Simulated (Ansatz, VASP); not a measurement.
# ZnS (Wurtzite-2H): VASP beside Ansatz

Aim: how closely do two programs agree when they are given the same cell, functional and k mesh? The cell is taken from a series of runs on this material, whose earlier steps may have relaxed, scaled, displaced or heated it; both programs get it as it stands.

Method: plane waves, with VASP 6.6.1 beside it; zone-centre phonons at PBE, in Ansatz 0.2.0.

### Step 1. Set-up

The structure is hexagonal, space group P6_3mc (No. 186). Conventional cell: a = 3.764 Å, b = 3.764 Å, c = 6.186 Å, α = 90.00°, β = 90.00°, γ = 120.00°. S has 4 Zn at 2.31 Å nearest. Zn has 4 S at 2.31 Å nearest. Farther neighbours and most contacts between anions are not listed.

### Step 2. VASP: zone-centre phonons, PBE

Second derivatives magnify differences that forces hide, and they need a tight electronic threshold.

Lines of VASP's logs that name or quote its potential files are left out, and so is its time.

The input, INCAR:

```
SYSTEM = ZnS
PREC = Accurate
ENCUT = 500
EDIFF = 1E-08
NELM = 120
ISMEAR = 0
SIGMA = 0.01
LREAL = .FALSE.
ALGO = Normal
GGA = PE
NBANDS = 24
LORBIT = 11
LWAVE = .FALSE.
LCHARG = .FALSE.
ISIF = 2
IBRION = 8
LEPSILON = .TRUE.
LASPH = .TRUE.
GGA_COMPAT = .FALSE.
EFERMI = MIDGAP
KPAR = 2
```

The input, POSCAR:

```
ZnS
1.0
    3.7641344917      0.0000000000      0.0000000000
   -1.8820672458      3.2598360931      0.0000000000
    0.0000000000      0.0000000000      6.1855296471
S Zn
2 2
Direct
    0.3333333334      0.6666666668      0.3793751666
    0.6666666668      0.3333333334      0.8793751666
    0.3333333334      0.6666666668      0.0056248334
    0.6666666668      0.3333333334      0.5056248334
```

The input, KPOINTS:

```
Automatic mesh
0
Gamma
12 12 8
0 0 0
```

Potentials, in the order of the species: S and Zn (PBE family, release 64).

On the command line:

```console
$ mpirun -np 2 vasp_std
```

Numbers of over 12 decimals in the logs are rounded to 6 here.

The log of the run:

```text
[banner, memory and clock lines left out]
running    2 mpi-ranks, on    1 nodes
 distrk:  each k-point on    1 cores,    2 groups
 distr:  one band on    1 cores,    1 groups

 POSCAR found type information on POSCAR S Zn
 POSCAR found :  2 types and       4 ions
 LDA part: xc-table for (Slater+PW92), standard interpolation
 POSCAR, INCAR and KPOINTS ok, starting setup
 FFT: planning ... GRIDC
 FFT: planning ... GRID_SOFT
 FFT: planning ... GRID
 WAVECAR not read
 entering main loop
       N       E                     dE             d eps       ncg     rms          rms(c)
DAV:   1     0.233795092759E+03    0.23380E+03   -0.17045E+04  4560   0.178E+03
DAV:   2     0.643438043948E+01   -0.22736E+03   -0.21968E+03  4912   0.357E+02
DAV:   3    -0.140591561388E+02   -0.20494E+02   -0.20388E+02  5608   0.110E+02
DAV:   4    -0.144707706735E+02   -0.41161E+00   -0.41130E+00  5480   0.162E+01
DAV:   5    -0.144784722851E+02   -0.77016E-02   -0.77009E-02  5696   0.209E+00    0.105E+01
DAV:   6    -0.136159506162E+02    0.86252E+00   -0.18591E+00  6944   0.410E+01    0.804E+00
DAV:   7    -0.136312954317E+02   -0.15345E-01   -0.17300E+00  4984   0.753E+00    0.352E+00
DAV:   8    -0.136169326022E+02    0.14363E-01   -0.66335E-02  6200   0.301E+00    0.114E+00
DAV:   9    -0.136172396524E+02   -0.30705E-03   -0.18255E-02  6392   0.192E+00    0.275E-01
DAV:  10    -0.136173442584E+02   -0.10461E-03   -0.91259E-04  5568   0.442E-01    0.137E-01
DAV:  11    -0.136175697762E+02   -0.22552E-03   -0.40710E-04  5256   0.132E-01    0.927E-02
DAV:  12    -0.136175633441E+02    0.64321E-05   -0.20455E-05  6936   0.501E-02    0.710E-03
DAV:  13    -0.136175667856E+02   -0.34415E-05   -0.46985E-06  5192   0.151E-02    0.340E-03
DAV:  14    -0.136175669625E+02   -0.17684E-06   -0.51730E-07  5784   0.141E-02    0.582E-04
DAV:  15    -0.136175670381E+02   -0.75662E-07   -0.10723E-07  5408   0.404E-03    0.775E-04
DAV:  16    -0.136175670434E+02   -0.52555E-08   -0.12861E-08  4232   0.104E-03
   1 F= -.13617567E+02 E0= -.13617567E+02  d E =0.000000E+00
 Linear response reoptimize wavefunctions to high precision
DAV:   1    -0.136175670390E+02    0.44024E-08   -0.19220E-09  3672   0.547E-04
DAV:   2    -0.136175670391E+02   -0.12687E-09   -0.10305E-09  2928   0.307E-04
DAV:   3    -0.136175670390E+02    0.62755E-10   -0.14254E-10  2744   0.915E-05
 Linear response G [H, r] |phi>, progress :
  Direction:   1
       N       E                     dE             d eps       ncg     rms
RMM:   1    -0.827742218105E+02   -0.82774E+02    0.45580E+02  8757   0.933E+01
RMM:   2    -0.903614398304E+02   -0.75872E+01   -0.27744E+01  7473   0.350E+01
RMM:   3    -0.909146482402E+02   -0.55321E+00   -0.18997E+00  8135   0.891E+00
RMM:   4    -0.909346116020E+02   -0.19963E-01   -0.87766E-02  8295   0.182E+00
RMM:   5    -0.909357549673E+02   -0.11434E-02   -0.88584E-03  8362   0.467E-01
RMM:   6    -0.909359808916E+02   -0.22592E-03   -0.10199E-03  8468   0.134E-01
RMM:   7    -0.909360317187E+02   -0.50827E-04   -0.20944E-04  8550   0.428E-02
RMM:   8    -0.909360404991E+02   -0.87804E-05    0.30972E-04  8609   0.149E-02
RMM:   9    -0.909360400494E+02    0.44974E-06    0.59294E-04  8599   0.617E-03
RMM:  10    -0.909360391573E+02    0.89209E-06    0.59663E-04  7119   0.318E-03
RMM:  11    -0.909360378323E+02    0.13250E-05    0.77265E-04  5948   0.202E-03
RMM:  12    -0.909360377412E+02    0.91123E-07    0.66350E-04  5395   0.160E-03
RMM:  13    -0.909360373343E+02    0.40690E-06    0.69122E-04  5109   0.140E-03
RMM:  14    -0.909360375244E+02   -0.19007E-06    0.64160E-04  4940   0.133E-03
RMM:  15    -0.909360380506E+02   -0.52617E-06    0.74679E-04  4824   0.130E-03
RMM:  16    -0.909360371832E+02    0.86739E-06    0.64746E-04  4709   0.128E-03
 Linear response G [H, r] |phi>, progress :
  Direction:   2
       N       E                     dE             d eps       ncg     rms
RMM:   1    -0.970356343509E+02   -0.97036E+02    0.27816E+02  8840   0.900E+01
RMM:   2    -0.101472976324E+03   -0.44373E+01   -0.22284E+01  7394   0.335E+01
RMM:   3    -0.101981365856E+03   -0.50839E+00   -0.14486E+00  8137   0.811E+00
RMM:   4    -0.102004710366E+03   -0.23345E-01   -0.70498E-02  8212   0.169E+00
RMM:   5    -0.102005827848E+03   -0.11175E-02   -0.13323E-02  8303   0.459E-01
RMM:   6    -0.102005894922E+03   -0.67073E-04   -0.48623E-03  8411   0.138E-01
RMM:   7    -0.102005795292E+03    0.99630E-04   -0.27870E-03  8480   0.463E-02
RMM:   8    -0.102005692797E+03    0.10250E-03   -0.15114E-03  8563   0.169E-02
RMM:   9    -0.102005678835E+03    0.13962E-04   -0.13421E-03  8553   0.678E-03
RMM:  10    -0.102005574375E+03    0.10446E-03   -0.29919E-04  7064   0.330E-03
RMM:  11    -0.102005563422E+03    0.10953E-04   -0.17232E-04  6009   0.179E-03
RMM:  12    -0.102005555498E+03    0.79235E-05   -0.11273E-04  5392   0.131E-03
RMM:  13    -0.102005550859E+03    0.46395E-05   -0.45048E-05  5017   0.109E-03
[...]
dielectric tensor                  component  1 :     5.787    -0.229     0.000
 Linear response to external field, progress :
  Direction:   2
       N       E                     dE             d eps       ncg     rms          rms(c)
RMM:   1    -0.104243726827E+01   -0.10424E+01   -0.38105E+00 21170   0.473E+00
RMM:   2    -0.108808306804E+01   -0.45646E-01   -0.29909E-02 27122   0.107E+00    0.203E+00
[...]
RMM:   2    -0.105200038769E+00    0.31543E-02   -0.65982E-03 43385   0.646E-01    0.171E-01
RMM:   3    -0.105716518925E+00   -0.51648E-03   -0.51460E-04 48572   0.149E-01    0.825E-02
RMM:   4    -0.106188242496E+00   -0.47172E-03   -0.86536E-05 47834   0.503E-02    0.211E-02
RMM:   5    -0.106280542003E+00   -0.92300E-04   -0.84411E-06 50235   0.150E-02    0.101E-02
RMM:   6    -0.106256876618E+00    0.23665E-04   -0.14674E-06 49825   0.503E-03    0.408E-03
RMM:   7    -0.106269350554E+00   -0.12474E-04   -0.11306E-07 47098   0.211E-03    0.670E-04
RMM:   8    -0.106266280994E+00    0.30696E-05   -0.86187E-08 49068   0.693E-04    0.979E-05
RMM:   9    -0.106265206210E+00    0.10748E-05   -0.92234E-09 49829   0.258E-04    0.667E-05
RMM:  10    -0.106265427303E+00   -0.22109E-06    0.27309E-08 50667   0.908E-05    0.163E-05
RMM:  11    -0.106265687368E+00   -0.26006E-06    0.64322E-09 47877   0.490E-05    0.636E-06
RMM:  12    -0.106265648069E+00    0.39299E-07    0.42526E-08 51111   0.272E-05    0.178E-06
RMM:  13    -0.106265650229E+00   -0.21605E-08    0.18779E-08 42946   0.176E-05    0.145E-06
 first order change of Fermi-energy  -0.65908E-01
 force on displaced ion       1 direction 1 :  -7.379   0.000   0.000
 Born effective charge ion    1 direction 1 :  -1.894  -0.000  -0.000
 Linear response progress:
  Degree of freedom:   2/  4
       N       E                     dE             d eps       ncg     rms          rms(c)
RMM:   1    -0.128691812352E+00   -0.12869E+00    0.59813E-02 16233   0.200E+00
RMM:   2    -0.124192140183E+00    0.44997E-02   -0.70158E-03  9566   0.732E-01    0.198E-01
RMM:   3    -0.124548204452E+00   -0.35606E-03   -0.86423E-04 10993   0.181E-01    0.967E-02
RMM:   4    -0.124842415461E+00   -0.29421E-03   -0.99159E-05 10073   0.615E-02    0.328E-02
RMM:   5    -0.124902270055E+00   -0.59855E-04   -0.16356E-05 10976   0.232E-02    0.944E-03
RMM:   6    -0.124890028911E+00    0.12241E-04   -0.49846E-08 11242   0.544E-03    0.526E-03
RMM:   7    -0.124892957456E+00   -0.29285E-05    0.29728E-07 11329   0.166E-03    0.180E-03
RMM:   8    -0.124894507965E+00   -0.15505E-05    0.36452E-07 10063   0.124E-03    0.240E-04
RMM:   9    -0.124895031484E+00   -0.52352E-06   -0.22382E-08 11355   0.354E-04    0.111E-04
RMM:  10    -0.124895130392E+00   -0.98908E-07   -0.97731E-08 11341   0.117E-04    0.495E-05
RMM:  11    -0.124895086074E+00    0.44319E-07    0.16200E-08 11264   0.493E-05    0.171E-05
RMM:  12    -0.124895065540E+00    0.20534E-07    0.74940E-09 11045   0.361E-05    0.464E-06
RMM:  13    -0.124895081158E+00   -0.15618E-07    0.78464E-08 11348   0.192E-05    0.176E-06
RMM:  14    -0.124895092441E+00   -0.11284E-07    0.76379E-08  9803   0.159E-05    0.714E-07
RMM:  15    -0.124895091096E+00    0.13453E-08    0.73023E-08  6989   0.134E-05    0.255E-07
 first order change of Fermi-energy  -0.58651E-01
 force on displaced ion       1 direction 3 :   0.000   0.000 -10.359
 Born effective charge ion    1 direction 3 :   0.000   0.000  -1.998
 Linear response progress:
  Degree of freedom:   3/  4
       N       E                     dE             d eps       ncg     rms          rms(c)
RMM:   1    -0.211978738017E+00   -0.21198E+00   -0.39445E-03 41993   0.186E+00
RMM:   2    -0.209643876232E+00    0.23349E-02   -0.37910E-03 43568   0.432E-01    0.128E-01
RMM:   3    -0.209434283298E+00    0.20959E-03   -0.11392E-04 50145   0.688E-02    0.754E-02
RMM:   4    -0.209126431500E+00    0.30785E-03   -0.17153E-05 49741   0.271E-02    0.419E-03
RMM:   5    -0.209113564568E+00    0.12867E-04   -0.18418E-06 51243   0.446E-03    0.192E-03
RMM:   6    -0.209109969538E+00    0.35950E-05   -0.43771E-07 50565   0.255E-03    0.401E-04
RMM:   7    -0.209109885010E+00    0.84528E-07   -0.33272E-07 51767   0.634E-04    0.220E-04
RMM:   8    -0.209109256110E+00    0.62890E-06   -0.22722E-07 50498   0.463E-04    0.414E-05
RMM:   9    -0.209109008723E+00    0.24739E-06   -0.81000E-08 51960   0.102E-04    0.291E-05
RMM:  10    -0.209108920427E+00    0.88296E-07   -0.97743E-09 50099   0.630E-05    0.511E-06
RMM:  11    -0.209108936397E+00   -0.15970E-07   -0.11891E-08 52230   0.284E-05    0.251E-06
RMM:  12    -0.209108955028E+00   -0.18632E-07    0.63428E-09 47351   0.210E-05    0.619E-07
RMM:  13    -0.209108956791E+00   -0.17626E-08    0.77097E-09 36497   0.165E-05    0.229E-07
 first order change of Fermi-energy  -0.13617E+00
 force on displaced ion       3 direction 1 :  -6.562   0.001   0.000
 Born effective charge ion    3 direction 1 :   1.894  -0.000   0.000
 Linear response progress:
  Degree of freedom:   4/  4
       N       E                     dE             d eps       ncg     rms          rms(c)
RMM:   1    -0.218619589000E+00   -0.21862E+00   -0.31791E-03  9487   0.188E+00
RMM:   2    -0.215679563373E+00    0.29400E-02   -0.40235E-03  9928   0.453E-01    0.153E-01
RMM:   3    -0.215351411457E+00    0.32815E-03   -0.17955E-04 11214   0.849E-02    0.815E-02
RMM:   4    -0.215000646410E+00    0.35077E-03   -0.49759E-05 11131   0.445E-02    0.205E-02
RMM:   5    -0.214914267071E+00    0.86379E-04    0.46441E-06 11454   0.182E-02    0.729E-03
RMM:   6    -0.214917212066E+00   -0.29450E-05    0.52574E-06 10631   0.563E-03    0.452E-03
RMM:   7    -0.214923499562E+00   -0.62875E-05    0.32771E-07 10993   0.307E-03    0.759E-04
RMM:   8    -0.214924805929E+00   -0.13064E-05   -0.96947E-08 10978   0.982E-04    0.253E-04
RMM:   9    -0.214924612973E+00    0.19296E-06   -0.49256E-07 11674   0.298E-04    0.576E-05
RMM:  10    -0.214924614004E+00   -0.10311E-08   -0.20802E-07 11422   0.170E-04    0.347E-05
RMM:  11    -0.214924659759E+00   -0.45755E-07   -0.26158E-07 11742   0.640E-05    0.120E-05
RMM:  12    -0.214924734791E+00   -0.75032E-07   -0.31342E-07 11492   0.415E-05    0.457E-06
RMM:  13    -0.214924748433E+00   -0.13642E-07   -0.29785E-07 10886   0.285E-05    0.927E-07
RMM:  14    -0.214924745134E+00    0.32995E-08   -0.25168E-07  9862   0.219E-05    0.676E-07
RMM:  15    -0.214924745594E+00   -0.45986E-09   -0.35613E-07  7282   0.201E-05    0.182E-07
RMM:  16    -0.214924744851E+00    0.74248E-09   -0.37558E-07  7124   0.198E-05    0.109E-07
RMM:  17    -0.214924744582E+00    0.26949E-09   -0.39071E-07  5822   0.195E-05    0.264E-08
 first order change of Fermi-energy   0.58486E-01
 force on displaced ion       3 direction 3 :   0.000  -0.000  -8.648
 Born effective charge ion    3 direction 3 :   0.000   0.000   1.998
 Born effective charges drift removed
 Linear response finished
```

[end of part 1 of 3]

[Lines on the potential files, build, host, timing and source positions are cut from VASP's logs without a mark.]

[Logs are printed without paths, hosts, clocks, repeated set-up lines and the standing remarks that a program may print on its own settings, such as how far it seeks lower states.]

[Hosts, paths, dates, database ids (printed as entryN), source tags and the programs' standing remarks are cut or masked in the printed files.]
